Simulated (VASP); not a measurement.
All values below come from PBE GGA, VASP's PBE PAW potentials (set 64) (plane waves; VASP 6.6.1).

Input for VASP

**KPOINTS**
```
Automatic mesh
0
Gamma
10 10 10
0 0 0
```

### POSCAR
```
BAs
1
   -0.0000000000     2.3963763309     2.3963763309
    2.3963763309     0.0000000000     2.3963763309
    2.3963763309     2.3963763309     0.0000000000
B As
1 1
Direct
  0.0000000000   0.0000000000   0.0000000000
  0.2500000000   0.2500000000   0.2500000000
```

INCAR:
```
! general
SYSTEM   =  BAs
PREC     =  Accurate
ENCUT    =  600
LREAL    =  F   ! projection in real space or not
LASPH    =  T

! electronic loop
EDIFF    =  1E-7
NELM     =  100   ! most electronic steps
ALGO     =  Normal   ! blocked Davidson
LMAXMIX  =  4

! smearing
ISMEAR   =  0   ! Gaussian
SIGMA    =  0.05   ! width (eV)

! functional
GGA      =  PE   ! PBE

! ions
IBRION   =  2   ! conjugate gradients
NSW      =  40
ISIF     =  3
EDIFFG   =  -0.01   ! ionic stop
PSTRESS  =  20

! output
LWAVE    =  F
LCHARG   =  F
```

POTCAR, in this order: B As (PBE.64 set). Program: vasp_std.

The resulting files:

**OSZICAR**
```
       N       E                     dE             d eps       ncg     rms          rms(c)
DAV:   1     0.162673891533E+02    0.16267E+02   -0.43823E+03   752   0.100E+03
DAV:   2    -0.115733144754E+02   -0.27841E+02   -0.26788E+02  1152   0.113E+02
DAV:   3    -0.120310756512E+02   -0.45776E+00   -0.45776E+00   856   0.186E+01
DAV:   4    -0.120323811635E+02   -0.13055E-02   -0.13055E-02  1128   0.882E-01
DAV:   5    -0.120323819789E+02   -0.81541E-06   -0.81540E-06   848   0.132E-02    0.487E+00
DAV:   6    -0.114748614046E+02    0.55752E+00   -0.18064E+00   784   0.693E+00    0.241E+00
DAV:   7    -0.114181867179E+02    0.56675E-01   -0.19954E-01  1056   0.271E+00    0.950E-01
DAV:   8    -0.114114133775E+02    0.67733E-02   -0.21482E-02   808   0.103E+00    0.115E-01
DAV:   9    -0.114117351981E+02   -0.32182E-03   -0.60534E-04   952   0.200E-01    0.654E-02
DAV:  10    -0.114119187224E+02   -0.18352E-03   -0.29321E-04   880   0.126E-01    0.162E-02
DAV:  11    -0.114119244629E+02   -0.57405E-05   -0.11510E-05  1120   0.268E-02    0.136E-02
DAV:  12    -0.114119240941E+02    0.36871E-06   -0.25195E-06   824   0.111E-02    0.224E-03
DAV:  13    -0.114119241013E+02   -0.71146E-08   -0.75937E-08   648   0.227E-03
   1 F= -.11068355E+02 E0= -.11068355E+02  d E =-.110684E+02
```

### OUTCAR
```
------------------------ aborting loop because EDIFF is reached ----------------------------------------
  FORCE on cell =-STRESS in cart. coord.  units (eV):
  Direction    XX          YY          ZZ          XY          YZ          ZX
  --------------------------------------------------------------------------------------
  Total        0.3451128      0.3451128      0.3451128      0.0000000      0.0000000     -0.0000000
  in kB       20.0898427     20.0898427     20.0898427      0.0000000      0.0000000     -0.0000000
  external PRESSURE =       0.0898427 kB  Pullay stress =      20.0000000 kB
  volume of cell :       27.52
      direct lattice vectors                 reciprocal lattice vectors
     0.000000000  2.396376331  2.396376331    -0.208648364  0.208648364  0.208648364
     2.396376331  0.000000000  2.396376331     0.208648364 -0.208648364  0.208648364
     2.396376331  2.396376331  0.000000000     0.208648364  0.208648364 -0.208648364
  FREE ENERGIE OF THE ION-ELECTRON SYSTEM (eV)
  ---------------------------------------------------
  free  energy   TOTEN  =       -11.4119241013 eV

  energy  without entropy=      -11.4119241013  energy(sigma->0) =      -11.41192410
  enthalpy is  TOTEN    =       -11.0683547039 eV   P V=        0.3435693974

 reached required accuracy - stopping structural energy minimisation
```
(Selected blocks of OUTCAR.)

### OUTCAR
```
 val. band max:        6.0171500930   @ k =   0.0000   0.0000   0.0000

 cond. band min:       7.2031915364   @ k =   0.4000   0.4000   0.0000


 Fermi energy:         6.2411319331

 k-point     1 :       0.0000    0.0000    0.0000
  band No.  band energies     occupation
      1      -9.2939      2.00000
      2       6.0172      2.00000
      3       6.0172      2.00000
      4       6.0172      2.00000
      5       9.2813      0.00000
      6       9.2813      0.00000
      7       9.2813      0.00000
      8      10.5790      0.00000

 k-point     2 :       0.1000    0.0000    0.0000
  band No.  band energies     occupation
      1      -9.1311      2.00000
      2       4.6277      2.00000
      3       5.7190      2.00000
      4       5.7190      2.00000
      5       9.4075      0.00000
      6       9.6744      0.00000
      7       9.6744      0.00000
      8      11.4736      0.00000

 k-point     3 :       0.2000    0.0000    0.0000
  band No.  band energies     occupation
      1      -8.6514      2.00000
      2       2.2786      2.00000
      3       5.1500      2.00000
      4       5.1500      2.00000
      5       9.1772      0.00000
      6      10.3861      0.00000
      7      10.3861      0.00000
      8      13.1181      0.00000

 k-point     4 :       0.3000    0.0000    0.0000
  band No.  band energies     occupation
      1      -7.8914      2.00000
      2       0.0058      2.00000
      3       4.6462      2.00000
      4       4.6462      2.00000
      5       8.9001      0.00000
      6      10.7904      0.00000
      7      10.7904      0.00000
      8      14.4089      0.00000

 k-point     5 :       0.4000    0.0000    0.0000
  band No.  band energies     occupation
      1      -6.9847      2.00000
      2      -1.8506      2.00000
      3       4.3227      2.00000
      4       4.3227      2.00000
      5       8.7150      0.00000
      6      10.8222      0.00000
      7      10.8222      0.00000
...
```

The compound is BAs in the zinc blende structure. It was relaxed first under an external pressure of 2 GPa.
